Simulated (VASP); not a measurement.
Given:

```xyz
1
Lattice="0.0000 2.0449 2.0449 2.0449 0.0000 2.0449 2.0449 2.0449 0.0000" Properties=species:S:1:pos:R:3 pbc="T T T"
Ag     0.0000     0.0000     0.0000
```

Method: PBEsol GGA, VASP's PBE PAW potentials (set 64) (plane waves; VASP). Numerical set-up: 520 eV cut-off, 15×15×15 Γ-centred mesh, first-order Methfessel-Paxton smearing of 0.10 eV, potentials Ag.

Task: Give the stress tensor in GPa (positive for a compressed cell).

Result: 
```
-3.21   0.00   0.00
 0.00  -3.21   0.00
 0.00   0.00  -3.21
```
The pressure is its mean diagonal, -3.21 GPa.

The compound is Ag in the fcc structure. This cell is one point of a volume scan, at 1.03 of the reference volume.
